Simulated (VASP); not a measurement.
Data:

```
CuGaSe2
1.0
   -2.82238     2.82238     5.59683
    2.82238    -2.82238     5.59683
    2.82238     2.82238    -5.59683
Ga Cu Se
2 2 4
Direct
  0.25000   0.75000   0.50000
  0.50000   0.50000   0.00000
  0.75000   0.25000   0.50000
  0.00000   0.00000   0.00000
  0.12122   0.12500   0.49622
  0.87500   0.37122   0.99622
  0.62878   0.62500   0.50378
  0.37500   0.87878   0.00378
```

Calculation: PBE GGA, VASP's PBE PAW potentials (set 64) (plane waves; VASP 6.6.1). Run with 300 eV cut-off, 3×3×3 Γ-centred mesh, Gaussian smearing of 0.10 eV, potentials Ga_d Cu Se.

At this cut-off the stress carries a Pulay error, which pulls relaxed volumes low.

Problem. Give the force on each atom (eV/Å).

Solution. 
| atom | Fx | Fy | Fz |
|---|---|---|---|
| Ga1 | 0.000 | 0.000 | 0.000 |
| Ga2 | 0.000 | 0.000 | 0.000 |
| Cu3 | 0.000 | 0.000 | 0.000 |
| Cu4 | 0.000 | 0.000 | 0.000 |
| Se5 | 0.000 | -0.105 | 0.000 |
| Se6 | -0.105 | 0.000 | 0.000 |
| Se7 | 0.000 | 0.105 | 0.000 |
| Se8 | 0.105 | 0.000 | 0.000 |

Problem. Give the stress tensor in GPa (positive for a compressed cell).

Solution. 
```
0.93  0.00  0.00
0.00  0.93  0.00
0.00  0.00  0.81
```
The pressure is its mean diagonal, 0.89 GPa.

The structure comes from a computed database's GaCuSe2 entry; how it stands against other phases isn't given here. The cell was not relaxed at this level. The k-mesh is coarse (spacing up to 0.52 per Å, 2π included), so the numbers may not be converged in it.
